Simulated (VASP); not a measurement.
# Zn3Sb (Im-3m) in VASP: a series of runs, part 2 of 2

VASP 6.6.1. The steps go on from the part before.

### Step 3. Electron localisation function, LDA

The input, INCAR:

```
  ALGO = Normal
  EDIFF = 1E-7
  ENCUT = 520
  ISIF = 2
  ISMEAR = 0
  LASPH = True
  LCHARG = True
  LELF = True
  LREAL = False
  LWAVE = False
  NELM = 100
  PREC = Accurate
  SIGMA = 0.1
```

The input, KPOINTS:

```
k-points
0
Gamma
  2 2 2
```

The input, POSCAR:

```
Zn3Sb
4.958
   -0.577345074627      0.577345074627      0.577345074627
    0.577345074627     -0.577345074627      0.577345074627
    0.577345074627      0.577345074627     -0.577345074627
Zn Sb
3 1
Direct
    0.0000000000      0.5000000000      0.5000000000
    0.5000000000      0.0000000000      0.5000000000
    0.5000000000      0.5000000000      0.0000000000
    0.0000000000      0.0000000000      0.0000000000
```

Potentials or basis: VASP PAW LDA potentials, release 64 (Zn, Sb).

On the command line:

```console
> cat potpaw_LDA.64/Zn/POTCAR potpaw_LDA.64/Sb/POTCAR > POTCAR
> mpirun -np 1 vasp_std > vasp.out
```

OUTCAR:

```text
EDIFF = 1E-7
   ENCUT = 520
   ISIF = 2
   ISMEAR = 0
   LASPH = True
   LREAL = False
   NELM = 100
   PREC = Accurate

 ion  position               nearest neighbor table
   1  0.000  0.500  0.500-   2 2.86   3 2.86   4 2.86   4 2.86   3 2.86   2 2.86
   2  0.500  0.000  0.500-   1 2.86   3 2.86   4 2.86   3 2.86   4 2.86   1 2.86
   3  0.500  0.500  0.000-   1 2.86   2 2.86   4 2.86   2 2.86   1 2.86   4 2.86
   4  0.000  0.000  0.000-   1 2.86   2 2.86   3 2.86   1 2.86   2 2.86   3 2.86

  LATTYP: Found a body centered cubic cell.
 ALAT       =     5.7249537600

  Lattice vectors:

 A1 = (  -2.8624768800,   2.8624768800,   2.8624768800)
 A2 = (   2.8624768800,  -2.8624768800,   2.8624768800)
 A3 = (   2.8624768800,   2.8624768800,  -2.8624768800)

Analysis of symmetry for initial positions (statically):
=====================================================================
 Subroutine PRICEL returns:
 Original cell was already a primitive cell.

 Routine SETGRP: Setting up the symmetry group for a
 body centered cubic supercell.

 Subroutine GETGRP returns: Found 48 space group operations
 (whereof 48 operations were pure point group operations)
 out of a pool of 48 trial point group operations.

The static configuration has the point symmetry O_h .

Analysis of symmetry for dynamics (positions and initial velocities):
=====================================================================
 Subroutine PRICEL returns:
 Original cell was already a primitive cell.

 Routine SETGRP: Setting up the symmetry group for a
 body centered cubic supercell.

 Subroutine GETGRP returns: Found 48 space group operations
 (whereof 48 operations were pure point group operations)
 out of a pool of 48 trial point group operations.

The dynamic configuration has the point symmetry O_h .

 Subroutine INISYM returns: Found 48 space group operations
 (whereof 48 operations are pure point group operations),
 and found     1 'primitive' translations

----------------------------------------------------------------------------------------

                                     Primitive cell

  volume of cell :      93.8180

  direct lattice vectors                    reciprocal lattice vectors
    -2.862476880  2.862476880  2.862476880     0.000000000  0.174673900  0.174673900
     2.862476880 -2.862476880  2.862476880     0.174673900  0.000000000  0.174673900
     2.862476880  2.862476880 -2.862476880     0.174673900  0.174673900  0.000000000

  length of vectors
     4.957955392  4.957955392  4.957955392     0.247026198  0.247026198  0.247026198

  position of ions in fractional coordinates (direct lattice)
     0.000000000  0.500000000  0.500000000
     0.500000000  0.000000000  0.500000000
     0.500000000  0.500000000  0.000000000
     0.000000000  0.000000000  0.000000000

  ion indices of the primitive-cell ions
   primitive index   ion index
                 1           1
                 2           2
                 3           3
                 4           4

----------------------------------------------------------------------------------------

 KPOINTS: k-points

Automatic generation of k-mesh.
 Grid dimensions read from file:
 generate k-points for:    2    2    2

 Generating k-lattice:

  Cartesian coordinates                     Fractional coordinates (reciprocal lattice)
     0.000000000  0.087336950  0.087336950     0.500000000  0.000000000  0.000000000
     0.087336950  0.000000000  0.087336950     0.000000000  0.500000000  0.000000000
     0.087336950  0.087336950  0.000000000     0.000000000  0.000000000  0.500000000

  Length of vectors
     0.123513099  0.123513099  0.123513099

  Shift w.r.t. Gamma in fractional coordinates (k-lattice)
     0.000000000  0.000000000  0.000000000

 Subroutine IBZKPT returns following result:
 ===========================================

 Found      3 irreducible k-points:

 Following reciprocal coordinates:
            Coordinates               Weight
  0.000000  0.000000  0.000000      1.000000
  0.500000  0.000000  0.000000      6.000000
  0.500000  0.500000  0.500000      1.000000
   k-points           NKPTS =      3   k-points in BZ     NKDIM =      3   number of bands    NBANDS=     24
   number of dos      NEDOS =    301   number of ions     NIONS =      4
   total plane-waves  NPLWV =  64000
   dimension x,y,z NGX =    40 NGY =   40 NGZ =   40
   dimension x,y,z NGXF=    80 NGYF=   80 NGZF=   80
   ions per type =               3   1
   NGX,Y,Z   is equivalent  to a cutoff of  13.41, 13.41, 13.41 a.u.
   NGXF,Y,Z  is equivalent  to a cutoff of  26.82, 26.82, 26.82 a.u.
 SYSTEM =  unknown system
   PREC   = accura    normal or accurate (medium, high low for compatibility)
   ISTART =      0    job   : 0-new  1-cont  2-samecut
   ICHARG =      2    charge: 1-file 2-atom 10-const
   ISPIN  =      1    spin polarized calculation?
   LNONCOLLINEAR =      F non collinear calculations
   LSORBIT =      F    spin-orbit coupling
   LASPH  =      T    aspherical Exc in radial PAW
   ENCUT  =  520.0 eV  38.22 Ry    6.18 a.u.   9.22  9.22  9.22*2*pi/ulx,y,z
   NELM   =    100;   NELMIN=  2; NELMDL= -5     # of ELM steps
   EDIFF  = 0.1E-06   stopping-criterion for ELM
   LREAL  =      F    real-space projection
   EDIFFG = 0.1E-05   stopping-criterion for IOM
   NSW    =      0    number of steps for IOM
   IBRION =     -1    ionic relax: 0-MD 1-quasi-New 2-CG
   NFREE  =      0    steps in history (QN), initial steepest desc. (CG)
   ISIF   =      2    stress and relaxation
   ISYM   =      2    0-nonsym 1-usesym 2-fastsym
   POTIM  = 0.5000    time-step for ionic-motion
   TEBEG  =    0.0;   TEEND  =   0.0 temperature during run
   PSTRESS=    0.0 pullay stress
   NELECT =      41.0000    total number of electrons
   NUPDOWN=      -1.0000    fix difference up-down
   EMIN   =  10.00;   EMAX   =-10.00  energy-range for DOS
   EFERMI =   0.00;   METHOD = LEGACY
   ISMEAR =     0;   SIGMA  =   0.10  broadening in eV -4-tet -1-fermi 0-gaus
   EFERMI_NEDOS =   21; number of points for ismear=-14 and -15
   IALGO  =     38    algorithm
   IMIX   =      4    mixing-type and parameters
     AMIX     =   0.40;   BMIX     =  1.00
     AMIX_MAG =   1.60;   BMIX_MAG =  1.00
  volume/ion in A,a.u.               =      23.45       158.28
  Fermi-wavevector in a.u.,A,eV,Ry     =   1.242341  2.347684 20.999382  1.543411
  Thomas-Fermi vector in A             =   2.376700
   LORBIT       =      0    0 simple, 1 ext, 2 COOP (PROOUT), +10 PAW based schemes
   GGA     = CA    functional components
   LHFCALC =     F    Hartree Fock is set to
   AEXX    =    0.0000 exact exchange contribution
   IVDW    =     0    specifies the selected vdW correction
   LEPSILON=     F    determine dielectric tensor
   LRPA    =     F    only Hartree local field effects (RPA)
 non-spin polarized calculation
 Gauss-broadening in eV      SIGMA  =   0.10
  energy-cutoff  :      520.00
  volume of cell :       93.82
 maximum number of plane-waves:      2550
 NGX is ok and might be reduce to    40
   NGX = 19   NGY = 19   NGZ = 19

 number of electron      40.9999949 magnetization

 Free energy of the ion-electron system (eV)
  ---------------------------------------------------
  ext. energy  EPLUGINS =         0.00000000
  ---------------------------------------------------
  free energy    TOTEN  =        -9.60151519 eV

  energy without entropy =       -9.55920096  energy(sigma->0) =       -9.58035807

 E-fermi :   2.7081     XC(G=0): -10.0307

 val. band max:        1.1193886416   @ k =   0.0000   0.0000   0.0000
 cond. band min:       2.7081081044   @ k =   0.5000   0.0000   0.0000
 fundamental gap:      1.5887194628
 Fermi energy:         2.7081081030

 k-point     1 :       0.0000    0.0000    0.0000
  band No.  band energies     occupation
      1      -7.6751      2.00000
      2      -4.8807      2.00000
      3      -4.8807      2.00000
      4      -4.7647      2.00000
      5      -4.7574      2.00000
      6      -4.7574      2.00000
[... 16 lines left out ...]
     23       3.7416      0.00000
     24       3.7416      0.00000

 k-point     2 :       0.5000    0.0000    0.0000
  band No.  band energies     occupation
      1      -6.7887      2.00000
      2      -4.8486      2.00000
      3      -4.6951      2.00000
      4      -4.6543      2.00000
      5      -4.6301      2.00000
      6      -4.6004      2.00000
[... 16 lines left out ...]
     23       5.5428      0.00000
     24       6.0209      0.00000

 k-point     3 :       0.5000    0.5000    0.5000
  band No.  band energies     occupation
      1      -6.8251      2.00000
      2      -4.8848      2.00000
      3      -4.8039      2.00000
      4      -4.8039      2.00000
      5      -4.6755      2.00000
      6      -4.6755      2.00000
[... 16 lines left out ...]
     23       5.5433      0.00000
     24       5.5433      0.00000

------------------------ aborting loop because EDIFF is reached ----------------------------------------

  FORCE on cell =-STRESS in cart. coord.  units (eV):
  Direction    XX          YY          ZZ          XY          YZ          ZX
  --------------------------------------------------------------------------------------
  -------------------------------------------------------------------------------------
  Total       -5.7270297     -5.7270297     -5.7270297      0.0000000      0.0000000      0.0000000
  in kB      -97.8034252    -97.8034252    -97.8034252      0.0000000      0.0000000      0.0000000
  external PRESSURE =     -97.8034252 kB  Pullay stress =       0.0000000 kB

 VOLUME and BASIS-vectors are now :
 -----------------------------------------------------------------------------
  energy-cutoff  :      520.00
  volume of cell :       93.82
      direct lattice vectors                 reciprocal lattice vectors
    -2.862476880  2.862476880  2.862476880     0.000000000  0.174673900  0.174673900
     2.862476880 -2.862476880  2.862476880     0.174673900  0.000000000  0.174673900
     2.862476880  2.862476880 -2.862476880     0.174673900  0.174673900  0.000000000

 POSITION                                       TOTAL-FORCE (eV/Angst)
 -----------------------------------------------------------------------------------
      2.86248      0.00000      0.00000         0.000000     -0.000000      0.000000
      0.00000      2.86248      0.00000        -0.000000     -0.000000      0.000000
      0.00000      0.00000      2.86248         0.000000      0.000000     -0.000000
      0.00000      0.00000      0.00000        -0.000000      0.000000     -0.000000
 -----------------------------------------------------------------------------------
    total drift:                               -0.000000     -0.000000      0.000000

  FREE ENERGIE OF THE ION-ELECTRON SYSTEM (eV)
  ---------------------------------------------------
  free  energy   TOTEN  =        -9.6015151851 eV

  energy  without entropy=       -9.5592009615  energy(sigma->0) =       -9.58035807
```

OSZICAR:

```text
N       E                     dE             d eps       ncg     rms          rms(c)
DAV:   1     0.211785386278E+03    0.21179E+03   -0.19423E+04   144   0.202E+03
DAV:   2     0.722762050176E+00   -0.21106E+03   -0.20908E+03   152   0.376E+02
DAV:   3    -0.991400087027E+01   -0.10637E+02   -0.10625E+02   160   0.956E+01
DAV:   4    -0.100080729969E+02   -0.94072E-01   -0.94058E-01   176   0.893E+00
DAV:   5    -0.100090916275E+02   -0.10186E-02   -0.10186E-02   160   0.754E-01    0.358E+00
DAV:   6    -0.963623878994E+01    0.37285E+00   -0.19127E+00   168   0.210E+01    0.273E+00
DAV:   7    -0.961163281926E+01    0.24606E-01   -0.17383E-01   152   0.417E+00    0.127E+00
DAV:   8    -0.960234498108E+01    0.92878E-02   -0.11312E-02   160   0.921E-01    0.293E-01
DAV:   9    -0.960152579576E+01    0.81919E-03   -0.16863E-03   144   0.312E-01    0.357E-02
DAV:  10    -0.960151537614E+01    0.10420E-04   -0.29984E-04   176   0.126E-01    0.164E-02
DAV:  11    -0.960151527859E+01    0.97553E-07   -0.19578E-05   192   0.449E-02    0.398E-03
DAV:  12    -0.960151517994E+01    0.98648E-07   -0.22468E-06   168   0.162E-02    0.117E-03
DAV:  13    -0.960151518505E+01   -0.51105E-08   -0.17598E-07   112   0.375E-03
   1 F= -.96015152E+01 E0= -.95803581E+01  d E =-.423142E-01
```

stdout:

```text
POSCAR found type information on POSCAR ZnSb
 POSCAR found :  2 types and       4 ions
 scaLAPACK will be used
 LDA part: xc-table for (Slater(with rela. corr.)+CA(PZ))
 , standard interpolation
 POSCAR, INCAR and KPOINTS ok, starting setup
 FFT: planning ... GRIDC
 FFT: planning ... GRID_SOFT
 FFT: planning ... GRID
 WAVECAR not read
 entering main loop
```

Wall time 7 s (1 thread of AMD EPYC 9R45 (Zen 5), shared host); peak memory 0.15 GiB.

The run converged, but some of its settings lie outside the range that counts as converged (typed here: k = 2 × 2 × 2), so its numbers aren't taken as properties of the crystal.

Results:

```
Free energy            : -9.6015 eV
Pressure               : -9.8 GPa
Band gap on the k mesh : none (metal or under the smearing width)
```

Caveat: the k mesh is coarse (spacing up to 0.78 Å⁻¹), so the values aren't converged.
